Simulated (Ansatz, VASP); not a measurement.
# Cross-check of Ge (Germanium) between VASP and Ansatz

One calculation is typed for both programs; each brings its own data sets. How far apart do they land? The cell is taken from a series of runs on this material, whose earlier steps may have relaxed, scaled, displaced or heated it; both programs get it as it stands.

Method: plane waves, with VASP 6.6.1 beside it; zone-centre phonons at LDA, in Ansatz 0.2.0.

## 1. Set-up

It takes space group I4_1/amd (No. 141, tetragonal). The conventional cell has a = 3.895 Å, b = 3.895 Å, c = 5.707 Å, α = 90.00°, β = 90.00°, γ = 90.00°. Ge has 4 Ge at 2.41 Å nearest.

## 2. VASP: zone-centre phonons, LDA

Second derivatives magnify differences that forces hide, and they need a tight electronic threshold.

Lines of VASP's logs that name or quote its potential files are left out, and so is its time.

File INCAR:

```
SYSTEM = Ge
PREC = Accurate
ENCUT = 500
EDIFF = 1E-08
NELM = 120
ISMEAR = 0
SIGMA = 0.015
LREAL = .FALSE.
ALGO = Normal
GGA = CA
NBANDS = 20
LORBIT = 11
LWAVE = .FALSE.
LCHARG = .FALSE.
ISIF = 2
ISYM = 2
IBRION = 8
LASPH = .TRUE.
GGA_COMPAT = .FALSE.
EFERMI = MIDGAP
KPAR = 2
```

File POSCAR:

```
Ge
1.0
    0.0000000000      2.7545278190      2.8534558182
    2.7545278190      0.0000000000      2.8534558182
    2.7545278190      2.7545278190      0.0000000000
Ge
2
Direct
    0.4999727050      0.4999727050      0.4999928663
    0.7500272950      0.7500272950      0.7500071337
```

File KPOINTS:

```
Points of the shifted mesh
1728
Reciprocal
 0.0416666667  0.0416666667  0.0416666667 1
 0.0416666667  0.0416666667  0.1250000000 1
 0.0416666667  0.0416666667  0.2083333333 1
 0.0416666667  0.0416666667  0.2916666667 1
 0.0416666667  0.0416666667  0.3750000000 1
 0.0416666667  0.0416666667  0.4583333333 1
 0.0416666667  0.0416666667  0.5416666667 1
 0.0416666667  0.0416666667  0.6250000000 1
 0.0416666667  0.0416666667  0.7083333333 1
 0.0416666667  0.0416666667  0.7916666667 1
 0.0416666667  0.0416666667  0.8750000000 1
 0.0416666667  0.0416666667  0.9583333333 1
 0.0416666667  0.1250000000  0.0416666667 1
 0.0416666667  0.1250000000  0.1250000000 1
 0.0416666667  0.1250000000  0.2083333333 1
 0.0416666667  0.1250000000  0.2916666667 1
 0.0416666667  0.1250000000  0.3750000000 1
 0.0416666667  0.1250000000  0.4583333333 1
 0.0416666667  0.1250000000  0.5416666667 1
 0.0416666667  0.1250000000  0.6250000000 1
 0.0416666667  0.1250000000  0.7083333333 1
 0.0416666667  0.1250000000  0.7916666667 1
 0.0416666667  0.1250000000  0.8750000000 1
 0.0416666667  0.1250000000  0.9583333333 1
 0.0416666667  0.2083333333  0.0416666667 1
 0.0416666667  0.2083333333  0.1250000000 1
 0.0416666667  0.2083333333  0.2083333333 1
 0.0416666667  0.2083333333  0.2916666667 1
 0.0416666667  0.2083333333  0.3750000000 1
 0.0416666667  0.2083333333  0.4583333333 1
 0.0416666667  0.2083333333  0.5416666667 1
 0.0416666667  0.2083333333  0.6250000000 1
 0.0416666667  0.2083333333  0.7083333333 1
 0.0416666667  0.2083333333  0.7916666667 1
 0.0416666667  0.2083333333  0.8750000000 1
 0.0416666667  0.2083333333  0.9583333333 1
 0.0416666667  0.2916666667  0.0416666667 1
 0.0416666667  0.2916666667  0.1250000000 1
 0.0416666667  0.2916666667  0.2083333333 1
 0.0416666667  0.2916666667  0.2916666667 1
 0.0416666667  0.2916666667  0.3750000000 1
 0.0416666667  0.2916666667  0.4583333333 1
 0.0416666667  0.2916666667  0.5416666667 1
 0.0416666667  0.2916666667  0.6250000000 1
 0.0416666667  0.2916666667  0.7083333333 1
 0.0416666667  0.2916666667  0.7916666667 1
 0.0416666667  0.2916666667  0.8750000000 1
 0.0416666667  0.2916666667  0.9583333333 1
 0.0416666667  0.3750000000  0.0416666667 1
 0.0416666667  0.3750000000  0.1250000000 1
 0.0416666667  0.3750000000  0.2083333333 1
 0.0416666667  0.3750000000  0.2916666667 1
 0.0416666667  0.3750000000  0.3750000000 1
 0.0416666667  0.3750000000  0.4583333333 1
 0.0416666667  0.3750000000  0.5416666667 1
 0.0416666667  0.3750000000  0.6250000000 1
 0.0416666667  0.3750000000  0.7083333333 1
 0.0416666667  0.3750000000  0.7916666667 1
 0.0416666667  0.3750000000  0.8750000000 1
 0.0416666667  0.3750000000  0.9583333333 1
 0.0416666667  0.4583333333  0.0416666667 1
 0.0416666667  0.4583333333  0.1250000000 1
 0.0416666667  0.4583333333  0.2083333333 1
 0.0416666667  0.4583333333  0.2916666667 1
 0.0416666667  0.4583333333  0.3750000000 1
 0.0416666667  0.4583333333  0.4583333333 1
 0.0416666667  0.4583333333  0.5416666667 1
 0.0416666667  0.4583333333  0.6250000000 1
 0.0416666667  0.4583333333  0.7083333333 1
 0.0416666667  0.4583333333  0.7916666667 1
 0.0416666667  0.4583333333  0.8750000000 1
 0.0416666667  0.4583333333  0.9583333333 1
 0.0416666667  0.5416666667  0.0416666667 1
 0.0416666667  0.5416666667  0.1250000000 1
 0.0416666667  0.5416666667  0.2083333333 1
 0.0416666667  0.5416666667  0.2916666667 1
 0.0416666667  0.5416666667  0.3750000000 1
 0.0416666667  0.5416666667  0.4583333333 1
 0.0416666667  0.5416666667  0.5416666667 1
 0.0416666667  0.5416666667  0.6250000000 1
 0.0416666667  0.5416666667  0.7083333333 1
 0.0416666667  0.5416666667  0.7916666667 1
 0.0416666667  0.5416666667  0.8750000000 1
 0.0416666667  0.5416666667  0.9583333333 1
 0.0416666667  0.6250000000  0.0416666667 1
 0.0416666667  0.6250000000  0.1250000000 1
 0.0416666667  0.6250000000  0.2083333333 1
 0.0416666667  0.6250000000  0.2916666667 1
 0.0416666667  0.6250000000  0.3750000000 1
 0.0416666667  0.6250000000  0.4583333333 1
 0.0416666667  0.6250000000  0.5416666667 1
 0.0416666667  0.6250000000  0.6250000000 1
 0.0416666667  0.6250000000  0.7083333333 1
 0.0416666667  0.6250000000  0.7916666667 1
 0.0416666667  0.6250000000  0.8750000000 1
 0.0416666667  0.6250000000  0.9583333333 1
 0.0416666667  0.7083333333  0.0416666667 1
 0.0416666667  0.7083333333  0.1250000000 1
 0.0416666667  0.7083333333  0.2083333333 1
 0.0416666667  0.7083333333  0.2916666667 1
 0.0416666667  0.7083333333  0.3750000000 1
 0.0416666667  0.7083333333  0.4583333333 1
 0.0416666667  0.7083333333  0.5416666667 1
 0.0416666667  0.7083333333  0.6250000000 1
 0.0416666667  0.7083333333  0.7083333333 1
 0.0416666667  0.7083333333  0.7916666667 1
 0.0416666667  0.7083333333  0.8750000000 1
 0.0416666667  0.7083333333  0.9583333333 1
 0.0416666667  0.7916666667  0.0416666667 1
 0.0416666667  0.7916666667  0.1250000000 1
 0.0416666667  0.7916666667  0.2083333333 1
 0.0416666667  0.7916666667  0.2916666667 1
[... 1390 lines left out ...]
 0.8750000000  0.4583333333  0.1250000000 1
 0.8750000000  0.4583333333  0.2083333333 1
 0.8750000000  0.4583333333  0.2916666667 1
 0.8750000000  0.4583333333  0.3750000000 1
 0.8750000000  0.4583333333  0.4583333333 1
 0.8750000000  0.4583333333  0.5416666667 1
 0.8750000000  0.4583333333  0.6250000000 1
 0.8750000000  0.4583333333  0.7083333333 1
 0.8750000000  0.4583333333  0.7916666667 1
 0.8750000000  0.4583333333  0.8750000000 1
 0.8750000000  0.4583333333  0.9583333333 1
 0.8750000000  0.5416666667  0.0416666667 1
 0.8750000000  0.5416666667  0.1250000000 1
 0.8750000000  0.5416666667  0.2083333333 1
 0.8750000000  0.5416666667  0.2916666667 1
 0.8750000000  0.5416666667  0.3750000000 1
 0.8750000000  0.5416666667  0.4583333333 1
 0.8750000000  0.5416666667  0.5416666667 1
 0.8750000000  0.5416666667  0.6250000000 1
 0.8750000000  0.5416666667  0.7083333333 1
 0.8750000000  0.5416666667  0.7916666667 1
 0.8750000000  0.5416666667  0.8750000000 1
 0.8750000000  0.5416666667  0.9583333333 1
 0.8750000000  0.6250000000  0.0416666667 1
 0.8750000000  0.6250000000  0.1250000000 1
 0.8750000000  0.6250000000  0.2083333333 1
 0.8750000000  0.6250000000  0.2916666667 1
 0.8750000000  0.6250000000  0.3750000000 1
 0.8750000000  0.6250000000  0.4583333333 1
 0.8750000000  0.6250000000  0.5416666667 1
 0.8750000000  0.6250000000  0.6250000000 1
 0.8750000000  0.6250000000  0.7083333333 1
 0.8750000000  0.6250000000  0.7916666667 1
 0.8750000000  0.6250000000  0.8750000000 1
 0.8750000000  0.6250000000  0.9583333333 1
 0.8750000000  0.7083333333  0.0416666667 1
 0.8750000000  0.7083333333  0.1250000000 1
 0.8750000000  0.7083333333  0.2083333333 1
 0.8750000000  0.7083333333  0.2916666667 1
 0.8750000000  0.7083333333  0.3750000000 1
 0.8750000000  0.7083333333  0.4583333333 1
 0.8750000000  0.7083333333  0.5416666667 1
 0.8750000000  0.7083333333  0.6250000000 1
 0.8750000000  0.7083333333  0.7083333333 1
 0.8750000000  0.7083333333  0.7916666667 1
 0.8750000000  0.7083333333  0.8750000000 1
 0.8750000000  0.7083333333  0.9583333333 1
 0.8750000000  0.7916666667  0.0416666667 1
 0.8750000000  0.7916666667  0.1250000000 1
 0.8750000000  0.7916666667  0.2083333333 1
 0.8750000000  0.7916666667  0.2916666667 1
 0.8750000000  0.7916666667  0.3750000000 1
 0.8750000000  0.7916666667  0.4583333333 1
 0.8750000000  0.7916666667  0.5416666667 1
 0.8750000000  0.7916666667  0.6250000000 1
 0.8750000000  0.7916666667  0.7083333333 1
 0.8750000000  0.7916666667  0.7916666667 1
 0.8750000000  0.7916666667  0.8750000000 1
 0.8750000000  0.7916666667  0.9583333333 1
 0.8750000000  0.8750000000  0.0416666667 1
 0.8750000000  0.8750000000  0.1250000000 1
 0.8750000000  0.8750000000  0.2083333333 1
 0.8750000000  0.8750000000  0.2916666667 1
 0.8750000000  0.8750000000  0.3750000000 1
 0.8750000000  0.8750000000  0.4583333333 1
 0.8750000000  0.8750000000  0.5416666667 1
 0.8750000000  0.8750000000  0.6250000000 1
 0.8750000000  0.8750000000  0.7083333333 1
 0.8750000000  0.8750000000  0.7916666667 1
 0.8750000000  0.8750000000  0.8750000000 1
 0.8750000000  0.8750000000  0.9583333333 1
 0.8750000000  0.9583333333  0.0416666667 1
 0.8750000000  0.9583333333  0.1250000000 1
 0.8750000000  0.9583333333  0.2083333333 1
 0.8750000000  0.9583333333  0.2916666667 1
 0.8750000000  0.9583333333  0.3750000000 1
 0.8750000000  0.9583333333  0.4583333333 1
 0.8750000000  0.9583333333  0.5416666667 1
 0.8750000000  0.9583333333  0.6250000000 1
 0.8750000000  0.9583333333  0.7083333333 1
 0.8750000000  0.9583333333  0.7916666667 1
 0.8750000000  0.9583333333  0.8750000000 1
 0.8750000000  0.9583333333  0.9583333333 1
 0.9583333333  0.0416666667  0.0416666667 1
 0.9583333333  0.0416666667  0.1250000000 1
 0.9583333333  0.0416666667  0.2083333333 1
 0.9583333333  0.0416666667  0.2916666667 1
 0.9583333333  0.0416666667  0.3750000000 1
 0.9583333333  0.0416666667  0.4583333333 1
 0.9583333333  0.0416666667  0.5416666667 1
 0.9583333333  0.0416666667  0.6250000000 1
 0.9583333333  0.0416666667  0.7083333333 1
 0.9583333333  0.0416666667  0.7916666667 1
 0.9583333333  0.0416666667  0.8750000000 1
 0.9583333333  0.0416666667  0.9583333333 1
 0.9583333333  0.1250000000  0.0416666667 1
 0.9583333333  0.1250000000  0.1250000000 1
 0.9583333333  0.1250000000  0.2083333333 1
 0.9583333333  0.1250000000  0.2916666667 1
 0.9583333333  0.1250000000  0.3750000000 1
 0.9583333333  0.1250000000  0.4583333333 1
 0.9583333333  0.1250000000  0.5416666667 1
 0.9583333333  0.1250000000  0.6250000000 1
 0.9583333333  0.1250000000  0.7083333333 1
 0.9583333333  0.1250000000  0.7916666667 1
 0.9583333333  0.1250000000  0.8750000000 1
 0.9583333333  0.1250000000  0.9583333333 1
 0.9583333333  0.2083333333  0.0416666667 1
 0.9583333333  0.2083333333  0.1250000000 1
 0.9583333333  0.2083333333  0.2083333333 1
 0.9583333333  0.2083333333  0.2916666667 1
 0.9583333333  0.2083333333  0.3750000000 1
 0.9583333333  0.2083333333  0.4583333333 1
 0.9583333333  0.2083333333  0.5416666667 1
 0.9583333333  0.2083333333  0.6250000000 1
 0.9583333333  0.2083333333  0.7083333333 1
 0.9583333333  0.2083333333  0.7916666667 1
 0.9583333333  0.2083333333  0.8750000000 1
 0.9583333333  0.2083333333  0.9583333333 1
 0.9583333333  0.2916666667  0.0416666667 1
 0.9583333333  0.2916666667  0.1250000000 1
 0.9583333333  0.2916666667  0.2083333333 1
 0.9583333333  0.2916666667  0.2916666667 1
 0.9583333333  0.2916666667  0.3750000000 1
 0.9583333333  0.2916666667  0.4583333333 1
 0.9583333333  0.2916666667  0.5416666667 1
 0.9583333333  0.2916666667  0.6250000000 1
 0.9583333333  0.2916666667  0.7083333333 1
 0.9583333333  0.2916666667  0.7916666667 1
 0.9583333333  0.2916666667  0.8750000000 1
 0.9583333333  0.2916666667  0.9583333333 1
 0.9583333333  0.3750000000  0.0416666667 1
 0.9583333333  0.3750000000  0.1250000000 1
 0.9583333333  0.3750000000  0.2083333333 1
 0.9583333333  0.3750000000  0.2916666667 1
 0.9583333333  0.3750000000  0.3750000000 1
 0.9583333333  0.3750000000  0.4583333333 1
 0.9583333333  0.3750000000  0.5416666667 1
 0.9583333333  0.3750000000  0.6250000000 1
 0.9583333333  0.3750000000  0.7083333333 1
 0.9583333333  0.3750000000  0.7916666667 1
 0.9583333333  0.3750000000  0.8750000000 1
 0.9583333333  0.3750000000  0.9583333333 1
 0.9583333333  0.4583333333  0.0416666667 1
 0.9583333333  0.4583333333  0.1250000000 1
 0.9583333333  0.4583333333  0.2083333333 1
 0.9583333333  0.4583333333  0.2916666667 1
 0.9583333333  0.4583333333  0.3750000000 1
 0.9583333333  0.4583333333  0.4583333333 1
 0.9583333333  0.4583333333  0.5416666667 1
 0.9583333333  0.4583333333  0.6250000000 1
 0.9583333333  0.4583333333  0.7083333333 1
 0.9583333333  0.4583333333  0.7916666667 1
 0.9583333333  0.4583333333  0.8750000000 1
 0.9583333333  0.4583333333  0.9583333333 1
 0.9583333333  0.5416666667  0.0416666667 1
 0.9583333333  0.5416666667  0.1250000000 1
 0.9583333333  0.5416666667  0.2083333333 1
 0.9583333333  0.5416666667  0.2916666667 1
 0.9583333333  0.5416666667  0.3750000000 1
 0.9583333333  0.5416666667  0.4583333333 1
 0.9583333333  0.5416666667  0.5416666667 1
 0.9583333333  0.5416666667  0.6250000000 1
 0.9583333333  0.5416666667  0.7083333333 1
 0.9583333333  0.5416666667  0.7916666667 1
 0.9583333333  0.5416666667  0.8750000000 1
 0.9583333333  0.5416666667  0.9583333333 1
 0.9583333333  0.6250000000  0.0416666667 1
 0.9583333333  0.6250000000  0.1250000000 1
 0.9583333333  0.6250000000  0.2083333333 1
 0.9583333333  0.6250000000  0.2916666667 1
 0.9583333333  0.6250000000  0.3750000000 1
 0.9583333333  0.6250000000  0.4583333333 1
 0.9583333333  0.6250000000  0.5416666667 1
 0.9583333333  0.6250000000  0.6250000000 1
 0.9583333333  0.6250000000  0.7083333333 1
 0.9583333333  0.6250000000  0.7916666667 1
 0.9583333333  0.6250000000  0.8750000000 1
 0.9583333333  0.6250000000  0.9583333333 1
 0.9583333333  0.7083333333  0.0416666667 1
 0.9583333333  0.7083333333  0.1250000000 1
 0.9583333333  0.7083333333  0.2083333333 1
 0.9583333333  0.7083333333  0.2916666667 1
 0.9583333333  0.7083333333  0.3750000000 1
 0.9583333333  0.7083333333  0.4583333333 1
 0.9583333333  0.7083333333  0.5416666667 1
 0.9583333333  0.7083333333  0.6250000000 1
 0.9583333333  0.7083333333  0.7083333333 1
 0.9583333333  0.7083333333  0.7916666667 1
 0.9583333333  0.7083333333  0.8750000000 1
 0.9583333333  0.7083333333  0.9583333333 1
 0.9583333333  0.7916666667  0.0416666667 1
 0.9583333333  0.7916666667  0.1250000000 1
 0.9583333333  0.7916666667  0.2083333333 1
 0.9583333333  0.7916666667  0.2916666667 1
 0.9583333333  0.7916666667  0.3750000000 1
 0.9583333333  0.7916666667  0.4583333333 1
 0.9583333333  0.7916666667  0.5416666667 1
 0.9583333333  0.7916666667  0.6250000000 1
 0.9583333333  0.7916666667  0.7083333333 1
 0.9583333333  0.7916666667  0.7916666667 1
 0.9583333333  0.7916666667  0.8750000000 1
 0.9583333333  0.7916666667  0.9583333333 1
 0.9583333333  0.8750000000  0.0416666667 1
 0.9583333333  0.8750000000  0.1250000000 1
 0.9583333333  0.8750000000  0.2083333333 1
 0.9583333333  0.8750000000  0.2916666667 1
 0.9583333333  0.8750000000  0.3750000000 1
 0.9583333333  0.8750000000  0.4583333333 1
 0.9583333333  0.8750000000  0.5416666667 1
 0.9583333333  0.8750000000  0.6250000000 1
 0.9583333333  0.8750000000  0.7083333333 1
 0.9583333333  0.8750000000  0.7916666667 1
 0.9583333333  0.8750000000  0.8750000000 1
 0.9583333333  0.8750000000  0.9583333333 1
 0.9583333333  0.9583333333  0.0416666667 1
 0.9583333333  0.9583333333  0.1250000000 1
 0.9583333333  0.9583333333  0.2083333333 1
 0.9583333333  0.9583333333  0.2916666667 1
 0.9583333333  0.9583333333  0.3750000000 1
 0.9583333333  0.9583333333  0.4583333333 1
 0.9583333333  0.9583333333  0.5416666667 1
 0.9583333333  0.9583333333  0.6250000000 1
 0.9583333333  0.9583333333  0.7083333333 1
 0.9583333333  0.9583333333  0.7916666667 1
 0.9583333333  0.9583333333  0.8750000000 1
 0.9583333333  0.9583333333  0.9583333333 1
```

The projector-augmented-wave data sets are Ge_d (LDA family, release 64).

The run is started by

```console
$ mpirun -np 2 vasp_std
```

Numbers of over 12 decimals in the logs are rounded to 6 here.

Log:

```text
[banner, memory and clock lines left out]
running    2 mpi-ranks, on    1 nodes
 distrk:  each k-point on    1 cores,    2 groups
 distr:  one band on    1 cores,    1 groups

 POSCAR found type information on POSCAR Ge
 POSCAR found :  1 types and       2 ions
 LDA part: xc-table for (Slater(with rela. corr.)+CA(PZ))
 , standard interpolation
 POSCAR, INCAR and KPOINTS ok, starting setup
 FFT: planning ... GRIDC
 FFT: planning ... GRID_SOFT
 FFT: planning ... GRID
 WAVECAR not read
 entering main loop
       N       E                     dE             d eps       ncg     rms          rms(c)
DAV:   1     0.182543753243E+03    0.18254E+03   -0.14711E+04 74376   0.375E+03
DAV:   2     0.145760575366E+02   -0.16797E+03   -0.16348E+03 69244   0.583E+02
DAV:   3    -0.979764943851E+01   -0.24374E+02   -0.24208E+02 77784   0.143E+02
DAV:   4    -0.105571404860E+02   -0.75949E+00   -0.75894E+00 78048   0.297E+01
DAV:   5    -0.105692509663E+02   -0.12110E-01   -0.12110E-01 77204   0.406E+00    0.348E+00
DAV:   6    -0.104391041098E+02    0.13015E+00   -0.42371E-02 76640   0.168E+00    0.199E+00
DAV:   7    -0.103744941996E+02    0.64610E-01   -0.84504E-02 72624   0.214E+00    0.143E-01
DAV:   8    -0.103752153919E+02   -0.72119E-03   -0.59057E-03 78200   0.857E-01    0.444E-02
DAV:   9    -0.103752461921E+02   -0.30800E-04   -0.91366E-05 80340   0.978E-02    0.136E-02
DAV:  10    -0.103752425631E+02    0.36290E-05   -0.96691E-06 93220   0.477E-02    0.440E-03
DAV:  11    -0.103752423689E+02    0.19419E-06   -0.11174E-06 74468   0.810E-03    0.180E-03
DAV:  12    -0.103752423659E+02    0.30477E-08   -0.81690E-08 94144   0.465E-03
   1 F= -.10375242E+02 E0= -.10375242E+02  d E =-.111540E-14
 Linear response reoptimize wavefunctions to high precision
DAV:   1    -0.103752423656E+02    0.25375E-09   -0.46744E-09 68864   0.597E-04
DAV:   2    -0.103752423656E+02   -0.17280E-10   -0.16668E-10 44600   0.148E-04
 Linear response DOF=           2
 Linear response progress:
  Degree of freedom:   1/  2
       N       E                     dE             d eps       ncg     rms          rms(c)
RMM:   1    -0.187800409908E+00   -0.18780E+00    0.87845E+00 83982   0.455E+01
RMM:   2    -0.195337723309E+00   -0.75373E-02   -0.13945E-02111503   0.114E+00    0.772E-02
RMM:   3    -0.195409284914E+00   -0.71562E-04   -0.99119E-04119237   0.326E-01    0.445E-02
RMM:   4    -0.195364484281E+00    0.44801E-04   -0.68228E-05126809   0.835E-02    0.494E-03
RMM:   5    -0.195371596168E+00   -0.71119E-05   -0.43302E-06122070   0.189E-02    0.252E-03
RMM:   6    -0.195382795475E+00   -0.11199E-04   -0.25122E-07124000   0.523E-03    0.323E-04
RMM:   7    -0.195382124886E+00    0.67059E-06   -0.40342E-08127343   0.167E-03    0.198E-04
RMM:   8    -0.195381611130E+00    0.51376E-06   -0.57544E-09128825   0.583E-04    0.379E-05
RMM:   9    -0.195381452086E+00    0.15904E-06   -0.13806E-08129094   0.266E-04    0.162E-05
RMM:  10    -0.195381531356E+00   -0.79270E-07   -0.25404E-09129843   0.134E-04    0.489E-06
RMM:  11    -0.195381539881E+00   -0.85249E-08   -0.18500E-08130151   0.845E-05    0.255E-06
 first order change of Fermi-energy   0.71638E+00
 force on displaced ion       1 direction 1 : -12.168  -0.013   0.008
 Linear response progress:
  Degree of freedom:   2/  2
       N       E                     dE             d eps       ncg     rms          rms(c)
RMM:   1    -0.188165250097E+00   -0.18817E+00    0.85240E+00 83805   0.449E+01
RMM:   2    -0.195738561261E+00   -0.75733E-02   -0.14205E-02111768   0.115E+00    0.795E-02
RMM:   3    -0.195816222927E+00   -0.77662E-04   -0.99441E-04119479   0.325E-01    0.457E-02
RMM:   4    -0.195779778727E+00    0.36444E-04   -0.67108E-05127111   0.834E-02    0.481E-03
RMM:   5    -0.195786243049E+00   -0.64643E-05   -0.43458E-06122335   0.190E-02    0.249E-03
RMM:   6    -0.195796628020E+00   -0.10385E-04   -0.24435E-07123781   0.520E-03    0.299E-04
RMM:   7    -0.195795830553E+00    0.79747E-06   -0.52185E-08127526   0.172E-03    0.190E-04
RMM:   8    -0.195795291719E+00    0.53883E-06   -0.27051E-09128316   0.605E-04    0.411E-05
RMM:   9    -0.195795147050E+00    0.14467E-06   -0.37331E-09129387   0.277E-04    0.178E-05
RMM:  10    -0.195795261958E+00   -0.11491E-06   -0.49973E-09129148   0.137E-04    0.545E-06
RMM:  11    -0.195795271921E+00   -0.99628E-08   -0.17146E-08129953   0.828E-05    0.286E-06
 first order change of Fermi-energy   0.30824E+01
 force on displaced ion       1 direction 3 :   0.008   0.008 -12.373
 Linear response finished
```

(Part 1 of 2 ends here.)

[Lines on the potential files, build, host, timing and source positions are cut from VASP's logs without a mark.]

[Logs are printed without paths, hosts, clocks, repeated set-up lines and the standing remarks that a program may print on its own settings, such as how far it seeks lower states.]

[Hosts, paths, dates, database ids (printed as entryN), source tags and the programs' standing remarks are cut or masked in the printed files.]
